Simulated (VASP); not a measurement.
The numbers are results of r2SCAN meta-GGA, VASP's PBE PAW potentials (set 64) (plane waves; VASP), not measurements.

A VASP calculation is set up with these files.

**POSCAR**
```
Al(211) slab
1.0
  6.8976284733   0.0000000000   0.0000000000
  0.0000000000   2.8159444843   0.0000000000
  0.0000000000   0.0000000000  24.5041542455
Al
12
Cart
  4.6419669784   0.7039861211   7.7819267579
  6.8720971698   2.1119583632   8.5983843733
  2.2997113416   0.7039861211   9.3049291268
  4.5873493282   2.1119583632  10.2251159661
  6.8806932503   0.7039861211  11.0241884477
  2.3055181019   2.1119583632  11.8128989605
  4.5921103714   0.7039861211  12.6912552850
  0.0169352230   2.1119583632  13.4799657978
  2.3102791451   0.7039861211  14.2790382794
  4.5979171317   2.1119583632  15.1992251187
  0.0255313035   0.7039861211  15.9057698722
  2.2556614949   2.1119583632  16.7222274876
```

**INCAR**
```
SYSTEM  =  Al(211) slab
PREC  =  Normal; ENCUT  =  400; LREAL  =  .FALSE.
LASPH  =  .TRUE.
EDIFF  =  1E-6; NELM  =  100; NELMIN  =  4
ALGO  =  Normal; LMIXTAU  =  .TRUE.
ISMEAR  =  1; SIGMA  =  0.1
METAGGA  =  R2SCAN
LWAVE  =  .FALSE.; LCHARG  =  .FALSE.; LORBIT  =  11
LVHAR  =  .TRUE.
DIPOL  =  0.5 0.5 0.5
LDIPOL  =  .TRUE.; IDIPOL  =  3
```

KPOINTS:
```
Automatic mesh
0
G
 4 10 1
0 0 0
```

POTCAR, in this order: Al (PBE.64 set). Program: vasp_std. Read from the step before: WAVECAR.

The resulting files:

### OUTCAR
```
 ion  position               nearest neighbor table
   1  0.673  0.250  0.318-   2 2.76   2 2.76   3 2.79   4 2.82   4 2.82
   2  0.996  0.750  0.351-   1 2.76   1 2.76   4 2.80   5 2.80   5 2.80   3 2.81   3 2.81
   3  0.333  0.250  0.380-   1 2.79   2 2.81   2 2.81   4 2.84   4 2.84   6 2.88   6 2.88   5 2.88
  LATTYP: Found a simple orthorhombic cell.
 ALAT       =     2.8159444843
 B/A-ratio  =     2.4494902196
 C/A-ratio  =     8.7019308733
 Subroutine PRICEL returns:
 Original cell was already a primitive cell.
 Subroutine GETGRP returns: Found  4 space group operations
The static configuration has the point symmetry S_2 .
 The point group associated with its full space group is C_2h.
The dynamic configuration has the point symmetry S_2 .
 Subroutine INISYM returns: Found  4 space group operations
 Subroutine IBZKPT returns following result:
 Found     18 irreducible k-points:

 Following reciprocal coordinates:
            Coordinates               Weight
  0.000000  0.000000  0.000000      1.000000
  0.250000  0.000000  0.000000      2.000000
  0.500000  0.000000  0.000000      1.000000
  0.000000  0.100000  0.000000      2.000000
  0.250000  0.100000  0.000000      4.000000
...
```

OSZICAR:
```
       N       E                     dE             d eps       ncg     rms          rms(c)
DAV:   1    -0.782887632387E+02   -0.78289E+02   -0.40281E-05   934   0.359E-02    0.340E-03
DAV:   2    -0.782887618763E+02    0.13624E-05   -0.35583E-06   959   0.109E-02    0.210E-03
DAV:   3    -0.782887627307E+02   -0.85444E-06   -0.67107E-07   623   0.633E-03    0.176E-03
DAV:   4    -0.782887626147E+02    0.11606E-06   -0.39530E-07   595   0.541E-03
   1 F= -.78288763E+02 E0= -.78289225E+02  d E =0.138730E-02
```

OUTCAR:
```
------------------------ aborting loop because EDIFF is reached ----------------------------------------
  FORCE on cell =-STRESS in cart. coord.  units (eV):
  Direction    XX          YY          ZZ          XY          YZ          ZX
  --------------------------------------------------------------------------------------
  Total       -1.4022996     -4.8351374      0.0000342      0.0000000      0.0000000     -0.1754837
  in kB       -4.7204976    -16.2763043      0.0001152      0.0000000      0.0000000     -0.5907228
  external PRESSURE =      -6.9988955 kB  Pullay stress =       0.0000000 kB
  volume of cell :      475.95
      direct lattice vectors                 reciprocal lattice vectors
     6.897628473  0.000000000  0.000000000     0.144977365  0.000000000  0.000000000
     0.000000000  2.815944484  0.000000000     0.000000000  0.355120637  0.000000000
     0.000000000  0.000000000 24.504154246     0.000000000  0.000000000  0.040809407
 POSITION                                       TOTAL-FORCE (eV/Angst)
 -----------------------------------------------------------------------------------
      4.64197      0.70399      7.78193        -0.007625     -0.000000     -0.005877
      6.87210      2.11196      8.59838         0.009341     -0.000000      0.010763
      2.29971      0.70399      9.30493         0.022158     -0.000000     -0.002770
      4.58735      2.11196     10.22512         0.013890     -0.000000     -0.000320
      6.88069      0.70399     11.02419        -0.016798     -0.000000      0.001852
      2.30552      2.11196     11.81290        -0.005547     -0.000000     -0.012060
      4.59211      0.70399     12.69126         0.005547     -0.000000      0.012060
      0.01694      2.11196     13.47997         0.016798      0.000000     -0.001852
      2.31028      0.70399     14.27904        -0.013890      0.000000      0.000320
      4.59792      2.11196     15.19923        -0.022158     -0.000000      0.002770
      0.02553      0.70399     15.90577        -0.009341     -0.000000     -0.010763
      2.25566      2.11196     16.72223         0.007625     -0.000000      0.005877
 -----------------------------------------------------------------------------------
    total drift:                               -0.000000      0.000000     -0.000000
  FREE ENERGIE OF THE ION-ELECTRON SYSTEM (eV)
  ---------------------------------------------------
  free  energy   TOTEN  =       -78.2887626147 eV

  energy  without entropy=      -78.2901499125  energy(sigma->0) =      -78.28922505

 total charge

# of ion       s       p       d       tot
------------------------------------------
    1        0.470   0.319   0.000   0.789
    2        0.438   0.348   0.000   0.785
    3        0.436   0.344   0.000   0.780
    4        0.424   0.370   0.000   0.794
    5        0.423   0.367   0.000   0.791
    6        0.419   0.362   0.000   0.781
    7        0.419   0.362   0.000   0.781
    8        0.423   0.367   0.000   0.791
    9        0.424   0.370   0.000   0.794
   10        0.436   0.344   0.000   0.780
   11        0.438   0.348   0.000   0.785
   12        0.470   0.319   0.000   0.789
--------------------------------------------------
tot          5.219   4.219   0.000   9.439
```
(Selected blocks of OUTCAR.)

The cell is a thin slab with vacuum, built from Al (fcc): (211) face.
